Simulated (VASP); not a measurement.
**A VASP study of TiSi2 (r2SCAN): structure first, properties next**

What structure does TiSi2 take at this level, and what are its properties? The steps: relaxing cell and atoms (r2SCAN), single point with fields (r2SCAN), band structure (r2SCAN), total and projected DOS (r2SCAN), independent-particle dielectric function (r2SCAN), electric field gradients (r2SCAN), band structure (r2SCAN) with a changed input and relaxing the atoms (r2SCAN) with a changed input. The start is a computed cell from the Materials Project.

Method: r2SCAN; plane waves and PAW (Ti_sv, Si), in VASP 6.6.1.

### 1. Starting point

Before any relaxation, the start is as follows. The structure is orthorhombic, space group Cmcm (No. 63). Conventional cell: a = 3.530 Å, b = 13.519 Å, c = 3.565 Å, α = 90.00°, β = 90.00°, γ = 90.00°. Nearest to Ti lie 10 Si at 2.58 to 2.81 Å. Si has 2 Si at 2.38 Å and 6 Ti at 2.58 to 2.81 Å nearest. Nearest to Si lie 4 Si at 2.51 Å and 4 Ti at 2.66 to 2.67 Å. Farther neighbours are not listed.

### 2. Relaxing cell and atoms (r2SCAN)

The start need not lie at this functional's minimum. ISIF = 3 frees volume, shape and positions, and EDIFFG sets the threshold on forces and stress at which the search stops. r2SCAN adds the kinetic-energy density, costs more than a GGA and is run with LASPH.

Input file INCAR:

```
SYSTEM = TiSi2
PREC = Accurate
ENCUT = 400
EDIFF = 1E-06
NELM = 100
ISMEAR = 0
SIGMA = 0.05
LREAL = .FALSE.
ALGO = Normal
METAGGA = R2SCAN
LASPH = .TRUE.
NBANDS = 26
LORBIT = 11
LWAVE = .FALSE.
LCHARG = .FALSE.
KPAR = 4
IBRION = 2
NSW = 60
ISIF = 3
EDIFFG = -0.01
```

Input file POSCAR:

```
TiSi2
1.0
    3.5302100500      0.0000000000      0.0000000000
    0.0000000000      0.0000000000      3.5651739700
    1.7651050250     -6.7592815350      0.0000000000
Ti Si
2 4
Direct
    0.1031180800      0.7500000000      0.7937638400
    0.8968819200      0.2500000000      0.2062361600
    0.4417485500      0.7500000000      0.1165029000
    0.5582514500      0.2500000000      0.8834971000
    0.7503148200      0.7500000000      0.4993703600
    0.2496851800      0.2500000000      0.5006296400
```

Input file KPOINTS:

```
Automatic mesh
0
Gamma
6 6 6
0 0 0
```

PAW data sets: Ti_sv and Si (PBE family, release 64).

Started as:

```sh
$ mpirun -np 4 vasp_std
```

Output:

```text
[banner, memory and clock lines left out]
running    4 mpi-ranks, on    1 nodes
 distrk:  each k-point on    1 cores,    4 groups
 distr:  one band on    1 cores,    1 groups

 POSCAR found type information on POSCAR TiSi
 POSCAR found :  2 types and       6 ions
|                                                                             |
|               ----> ADVICE to this user running VASP <----                  |
|                                                                             |
|     You enforced a specific xc type in the INCAR file but a different       |
|     [... a line on the potential file left out ...]
|     I HOPE YOU KNOW WHAT YOU ARE DOING!                                     |
|                                                                             |

 LDA part: xc-table for (None), standard interpolation
 POSCAR, INCAR and KPOINTS ok, starting setup
 FFT: planning ... GRIDC
 FFT: planning ... GRID_SOFT
 FFT: planning ... GRID
 WAVECAR not read
 entering main loop
       N       E                     dE             d eps       ncg     rms          rms(c)
DAV:   1     0.333908622474E+03    0.33391E+03   -0.17234E+04  2728   0.142E+03
DAV:   2    -0.267918753932E+02   -0.36070E+03   -0.35405E+03  2710   0.432E+02
DAV:   3    -0.718812890061E+02   -0.45089E+02   -0.44531E+02  4832   0.128E+02
DAV:   4    -0.752630019079E+02   -0.33817E+01   -0.33552E+01  3656   0.323E+01
DAV:   5    -0.754887357305E+02   -0.22573E+00   -0.22562E+00  4274   0.725E+00    0.212E+01
DAV:   6    -0.645592698558E+02    0.10929E+02   -0.40530E+01  3886   0.562E+01    0.765E+00
DAV:   7    -0.642601702189E+02    0.29910E+00   -0.67591E+00  3514   0.179E+01    0.573E+00
DAV:   8    -0.642508735640E+02    0.92967E-02   -0.74367E-01  3934   0.595E+00    0.129E+00
DAV:   9    -0.642547834613E+02   -0.39099E-02   -0.54344E-02  3656   0.164E+00    0.362E-01
DAV:  10    -0.642553653796E+02   -0.58192E-03   -0.84196E-03  4226   0.629E-01    0.151E-01
DAV:  11    -0.642557226713E+02   -0.35729E-03   -0.14392E-03  3778   0.280E-01    0.400E-02
DAV:  12    -0.642556804255E+02    0.42246E-04   -0.31566E-04  3612   0.122E-01    0.179E-02
DAV:  13    -0.642556875519E+02   -0.71264E-05   -0.10155E-05  3098   0.259E-02    0.787E-03
DAV:  14    -0.642556872468E+02    0.30506E-06   -0.26418E-06  2858   0.135E-02
   1 F= -.64255687E+02 E0= -.64254707E+02  d E =-.642557E+02
 curvature:   0.00 expect dE= 0.000E+00 dE for cont linesearch  0.000E+00
 trial: gam= 0.00000 g(F)=  0.475E-03 g(S)=  0.385E-03 ort = 0.000E+00 (trialstep = 0.100E+01)
 search vector abs. value=  0.860E-03
 bond charge predicted
       N       E                     dE             d eps       ncg     rms          rms(c)
DAV:   1    -0.642562988475E+02   -0.61130E-03   -0.40426E-02  3094   0.245E+00    0.154E-01
DAV:   2    -0.642563608407E+02   -0.61993E-04   -0.47523E-03  2952   0.526E-01    0.937E-02
DAV:   3    -0.642562100650E+02    0.15078E-03   -0.47919E-04  3872   0.189E-01    0.121E-02
DAV:   4    -0.642562116947E+02   -0.16297E-05   -0.63739E-05  3338   0.635E-02    0.559E-03
DAV:   5    -0.642562111172E+02    0.57745E-06   -0.26101E-06  2920   0.127E-02
   2 F= -.64256211E+02 E0= -.64255343E+02  d E =-.523870E-03
[...]
3 F= -.64256239E+02 E0= -.64255398E+02  d E =-.551754E-03
 curvature:  -0.63 expect dE=-0.737E-04 dE for cont linesearch -0.163E-08
 trial: gam= 0.13666 g(F)=  0.538E-04 g(S)=  0.623E-04 ort =-0.148E-05 (trialstep = 0.105E+01)
 search vector abs. value=  0.132E-03
 bond charge predicted
       N       E                     dE             d eps       ncg     rms          rms(c)
DAV:   1    -0.642562863887E+02   -0.47413E-04   -0.63820E-03  3188   0.107E+00    0.527E-02
DAV:   2    -0.642563290466E+02   -0.42658E-04   -0.88158E-04  2954   0.227E-01    0.316E-02
DAV:   3    -0.642563125219E+02    0.16525E-04   -0.54122E-05  3916   0.610E-02    0.911E-03
DAV:   4    -0.642563124648E+02    0.57051E-07   -0.71844E-06  3392   0.215E-02
   4 F= -.64256312E+02 E0= -.64255500E+02  d E =-.734638E-04
 trial-energy change:   -0.000073  1 .order   -0.000075   -0.000122   -0.000029
 step:   1.3770(harm=  1.3770)  dis= 0.00145  next Energy=   -64.256319 (dE=-0.798E-04)
 reached required accuracy - stopping structural energy minimisation
```

Wall time 52 s (4 MPI ranks of Intel Xeon 6975P-C (Granite Rapids), shared host); peak memory 0.85 GiB; 3.4 min of CPU time.

The logs omit lines about the potential files and the build; timing stands in the text.

OUTCAR, selected parts (step 2):

```text
ion  position               nearest neighbor table
   1  0.103  0.750  0.794-   4 2.58   4 2.58   4 2.58   4 2.58   5 2.66   5 2.66   6 2.67   6 2.67
                             3 2.81   3 2.81
   2  0.897  0.250  0.206-   3 2.58   3 2.58   3 2.58   3 2.58   6 2.66   6 2.66   5 2.67   5 2.67
                             4 2.81   4 2.81
   3  0.442  0.750  0.117-   4 2.38   4 2.38   2 2.58   2 2.58   2 2.58   2 2.58   1 2.81   1 2.81
                             5 3.13   5 3.13
   4  0.558  0.250  0.883-   3 2.38   3 2.38   1 2.58   1 2.58   1 2.58   1 2.58   2 2.81   2 2.81
                             6 3.13   6 3.13
   5  0.750  0.750  0.499-   6 2.51   6 2.51   6 2.51   6 2.51   1 2.66   1 2.66   2 2.67   2 2.67
                             3 3.13   3 3.13
   6  0.250  0.250  0.501-   5 2.51   5 2.51   5 2.51   5 2.51   2 2.66   2 2.66   1 2.67   1 2.67
                             4 3.13   4 3.13

  LATTYP: Found a base centered orthorhombic cell.
 ALAT       =     3.5302100500
 B/A-ratio  =     3.8293934011
 C/A-ratio  =     1.0099042039

 Subroutine GETGRP returns: Found  8 space group operations
 (whereof  4 operations were pure point group operations)

The static configuration has the point symmetry C_2h.
 The point group associated with its full space group is D_2h.

 Found     52 irreducible k-points:

   k-points           NKPTS =     52   k-points in BZ     NKDIM =     52   number of bands    NBANDS=     26

   dimension x,y,z NGX =    24 NGY =   24 NGZ =   48
   dimension x,y,z NGXF=    48 NGYF=   48 NGZF=   96

   ENCUT  =  400.0 eV  29.40 Ry    5.42 a.u.   5.76  5.81 11.39*2*pi/ulx,y,z

   NELECT =      40.0000    total number of electrons

 k-points in reciprocal lattice and weights: Automatic mesh
   0.00000000  0.00000000  0.00000000       0.005
   0.16666667  0.00000000 -0.00000000       0.019
   0.33333333  0.00000000  0.00000000       0.019
   0.50000000  0.00000000  0.00000000       0.009
   0.00000000  0.16666667  0.00000000       0.009
   0.16666667  0.16666667 -0.00000000       0.037
   0.33333333  0.16666667  0.00000000       0.037
   0.50000000  0.16666667  0.00000000       0.019
   0.00000000  0.33333333  0.00000000       0.009
[...]
0.00000000  0.33333333  0.50000000       0.009
   0.00000000  0.50000000  0.50000000       0.005

 average (electrostatic) potential at core
       1 -74.7957       2 -74.7957       3 -82.0408       4 -82.0408       5 -82.1271
       6 -82.1271

 E-fermi :  10.6146

 k-point     1 :       0.0000    0.0000    0.0000
  band No.  band energies     occupation
    ...
     15       7.8366      2.00000
     16       7.9299      2.00000
     17       8.3204      2.00000
     18       8.3853      2.00000
     19       8.3965      2.00000
     20      11.0749      0.00000
     21      11.4545      0.00000
     22      11.5287      0.00000
     23      11.5699      0.00000
     24      11.9823      0.00000
    ...

 k-point     2 :       0.1667    0.0000   -0.0000
  band No.  band energies     occupation
    ...
     16       7.7453      2.00000
     17       8.0161      2.00000
     18       9.0204      2.00000
     19       9.1357      2.00000
     20      10.5409      1.96281
     21      11.2496      0.00000
     22      11.5953      0.00000
     23      11.6785      0.00000
     24      11.8336      0.00000
     25      12.3919      0.00000
    ...

 k-point     3 :       0.3333    0.0000    0.0000
  band No.  band energies     occupation
    ...
     16       7.9943      2.00000
     17       8.3698      2.00000
     18       9.1772      2.00000
     19       9.5435      2.00000
     20       9.6945      2.00000
     21      10.9458      0.00000
     22      11.4053      0.00000
     23      11.8830      0.00000
     24      12.2499      0.00000
     25      12.5939      0.00000
    ...

  Total       -0.0236424     -0.0289863      0.0071808      0.0000000      0.0000000      0.0000000
  in kB       -0.4452497     -0.5458905      0.1352343      0.0000000      0.0000000      0.0000000
  external PRESSURE =      -0.2853020 kB  Pullay stress =       0.0000000 kB

  energy-cutoff  :      400.00
  volume of cell :       85.07
      direct lattice vectors                 reciprocal lattice vectors
     3.533905983  0.000000000  0.000000000     0.282973006  0.073927229  0.000000000
     0.000000000  0.000000000  3.559402732     0.000000000  0.000000000  0.280946011
     1.766952992 -6.763407820  0.000000000     0.000000000 -0.147854458  0.000000000

 POSITION                                       TOTAL-FORCE (eV/Angst)
 -----------------------------------------------------------------------------------
      1.76695     -5.36920      2.66955         0.000000     -0.002040      0.000000
      3.53391     -1.39420      0.88985        -0.000000      0.002040     -0.000000
      1.76695     -0.79219      2.66955         0.000000     -0.003069      0.000000
      3.53391     -5.97121      0.88985        -0.000000      0.003069     -0.000000
      3.53391     -3.37373      2.66955         0.000000      0.006545     -0.000000
      1.76695     -3.38968      0.88985         0.000000     -0.006545      0.000000
 -----------------------------------------------------------------------------------
    total drift:                                0.000000     -0.000000     -0.000000

  FREE ENERGIE OF THE ION-ELECTRON SYSTEM (eV)
  ---------------------------------------------------
  free  energy   TOTEN  =       -64.2563124648 eV

  energy  without entropy=      -64.2546870719  energy(sigma->0) =      -64.25549977

 reached required accuracy - stopping structural energy minimisation

 total charge
# of ion       s       p       d       tot
------------------------------------------
    1        2.158   6.149   2.063  10.369
    2        2.158   6.149   2.063  10.369
    3        0.763   0.940   0.000   1.703
    4        0.763   0.940   0.000   1.703
    5        0.741   0.907   0.000   1.648
    6        0.741   0.907   0.000   1.648
--------------------------------------------------
tot          7.324  15.992   4.126  27.442

[... 3 further parts left out ...]
```

CONTCAR:

```
TiSi2
   1.00000000000000
     3.5339059832361417    0.0000000000000000    0.0000000000000000
     0.0000000000000000    0.0000000000000000    3.5594027317982126
     1.7669529916180708   -6.7634078204005181    0.0000000000000000
  Ti              Si
     2     4
Direct
     0.1030696014862988    0.7500000000000000    0.7938607970274024
     0.8969303985137012    0.2500000000000000    0.2061392029725976
     0.4414352672758224    0.7500000000000000    0.1171294654483550
     0.5585647327241775    0.2500000000000000    0.8828705345516449
     0.7505898265743474    0.7500000000000000    0.4988203468513053
     0.2494101734256526    0.2500000000000000    0.5011796531486947
```

The k-mesh is coarse for a metal. The PAW data sets were made with PBE, which is usual practice but a small mismatch for other functionals. The run keeps the 8 symmetry operations of its start, so it cannot find a distortion of lower symmetry.

The steps of the relaxation:

```
step  energy less that of the first step (eV)  largest force (eV/Å)  pressure (GPa)  volume (Å³)
   1                                   0.0000                0.0526            0.01        85.07
   2                                  -0.0005                0.0218           -0.02        85.08
   3                                  -0.0006                0.0159           -0.01        85.08
   4                                  -0.0006                0.0065           -0.03        85.07
```

```
conventional cell, symmetrised  before   after  change
                         a (Å)   3.530   3.534  +0.1 %
                         b (Å)  13.519  13.527  +0.1 %
                         c (Å)   3.565   3.559  -0.2 %
              volume (Å³/atom)   14.18   14.18  +0.0 %
```

Final coordinates:

```cif
data_structure
_symmetry_space_group_name_H-M 'P 1'
_symmetry_Int_Tables_number 1
_cell_length_a 3.5339
_cell_length_b 3.5594
_cell_length_c 6.9904
_cell_angle_alpha 90.000
_cell_angle_beta 75.359
_cell_angle_gamma 90.000
_cell_volume 85.07
loop_
_atom_site_label
_atom_site_type_symbol
_atom_site_fract_x
_atom_site_fract_y
_atom_site_fract_z
_atom_site_occupancy
Ti1 Ti 0.10307 0.75000 0.79386 1
Ti2 Ti 0.89693 0.25000 0.20614 1
Si3 Si 0.44144 0.75000 0.11713 1
Si4 Si 0.55856 0.25000 0.88287 1
Si5 Si 0.75059 0.75000 0.49882 1
Si6 Si 0.24941 0.25000 0.50118 1
```

Numbers from this step:

| Property | Result |
| --- | --- |
| electrons | 40 |
| bands | 26 |
| irreducible k-points | 52 |
| symmetry operations | 8 |
| free energy (TOTEN) | -64.2563 eV |
| energy at zero smearing | -64.2555 eV |
| Fermi energy | 10.61 eV |
| pressure | -0.02853 GPa |
| metallic, judged on the points sampled | yes |
| SCF cycles over all ionic steps | 27 |

It ends with a largest force of 0.007 eV/Å and a pressure of -0.03 GPa.

(Continued in part 2 of 5.)

[Lines on the potential files, build, host, timing and source positions are cut from VASP's logs without a mark.]

[Logs are printed without paths, hosts, clocks, repeated set-up lines and the standing remarks that a program may print on its own settings, such as how far it seeks lower states.]

[Hosts, paths, dates, database ids (printed as entryN), source tags and the programs' standing remarks are cut or masked in the printed files.]

[A measured line is paired with the nearest computed mode of its activity, which favours agreement.]

[In band tables of VASP the shares of atoms and orbitals are scaled to a sum of 1 inside the atoms' spheres.]
